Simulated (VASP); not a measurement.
Data:

```xyz
6
Lattice="4.9622 0.0000 0.0000 0.0000 4.9622 0.0000 0.0000 0.0000 3.3518" Properties=species:S:1:pos:R:3 pbc="T T T"
Mn     0.0000     0.0000     0.0000
Mn     2.4811     2.4811     1.6759
F      1.5134     1.5134     0.0000
F      3.9945     0.9677     1.6759
F      0.9677     3.9945     1.6759
F      3.4488     3.4488     0.0000
```
Starting moments (μB, in the order of the record's atoms Mn Mn F F F F): 4.7 -4.7 0.0 0.0 0.0 0.0.

Method: PBE GGA + U (Dudarev), VASP's PBE PAW potentials (set 64) (plane waves; VASP 6.6.1). Numerical set-up: 520 eV cut-off, Gaussian smearing of 0.050 eV, potentials Mn_pv F, U − J: Mn 3.90 eV.

Task: Give the spin-up energies of bands 18 to 31 at the high-symmetry points, in eV from the valence-band maximum.

Result: 
```csv
band,Γ,Y,C0,Z,A0,T,S,R
18,-3.63,-3.29,-3.29,-3.43,-3.41,-3.41,-3.45,-3.66
19,-2.83,-3.20,-3.20,-3.36,-2.94,-2.94,-3.32,-3.22
20,-2.44,-2.89,-2.89,-3.04,-2.64,-2.64,-3.17,-3.05
21,-2.43,-2.87,-2.87,-2.98,-2.60,-2.60,-2.52,-2.63
22,-2.15,-2.71,-2.71,-2.78,-2.54,-2.54,-2.45,-2.61
23,-1.84,-1.84,-1.84,-1.80,-1.79,-1.79,-1.77,-1.79
24,-1.67,-1.66,-1.66,-1.50,-1.59,-1.59,-1.62,-1.62
25,-1.40,-1.16,-1.16,-1.13,-1.33,-1.33,-1.33,-1.29
26,-0.46,-0.73,-0.73,-0.69,-0.70,-0.70,-0.17,-0.78
27,-0.03,-0.04,-0.04,-0.46,-0.22,-0.22,0.00,-0.10
28,3.55,5.47,5.47,5.87,5.88,5.88,5.51,5.86
29,5.55,5.78,5.78,5.88,5.90,5.90,5.54,5.87
30,6.11,6.13,6.13,5.98,6.17,6.17,6.09,6.16
31,6.17,6.17,6.17,6.59,6.47,6.47,6.12,6.50
```

Task: Give the spin-down energies of bands 18 to 31 at the high-symmetry points, in eV from the valence-band maximum.

Result: 
```csv
band,Γ,Y,C0,Z,A0,T,S,R
18,-3.63,-3.29,-3.29,-3.43,-3.41,-3.41,-3.45,-3.66
19,-2.83,-3.20,-3.20,-3.36,-2.94,-2.94,-3.32,-3.22
20,-2.44,-2.89,-2.89,-3.04,-2.64,-2.64,-3.17,-3.05
21,-2.43,-2.87,-2.87,-2.98,-2.60,-2.60,-2.52,-2.63
22,-2.15,-2.71,-2.71,-2.78,-2.54,-2.54,-2.45,-2.61
23,-1.84,-1.84,-1.84,-1.80,-1.79,-1.79,-1.77,-1.79
24,-1.67,-1.66,-1.66,-1.50,-1.59,-1.59,-1.62,-1.62
25,-1.40,-1.16,-1.16,-1.13,-1.33,-1.33,-1.33,-1.29
26,-0.46,-0.73,-0.73,-0.69,-0.70,-0.70,-0.17,-0.78
27,-0.03,-0.04,-0.04,-0.46,-0.22,-0.22,0.00,-0.10
28,3.55,5.47,5.47,5.87,5.88,5.88,5.51,5.86
29,5.55,5.78,5.78,5.88,5.90,5.90,5.54,5.87
30,6.11,6.13,6.13,5.98,6.17,6.17,6.09,6.16
31,6.17,6.17,6.17,6.59,6.47,6.47,6.12,6.50
```

The gap is indirect, 3.55 eV, from the valence maximum at S to the conduction minimum at Γ.

The compound is MnF2 in the rutile structure. It was relaxed first, which changed the volume by +5 %.
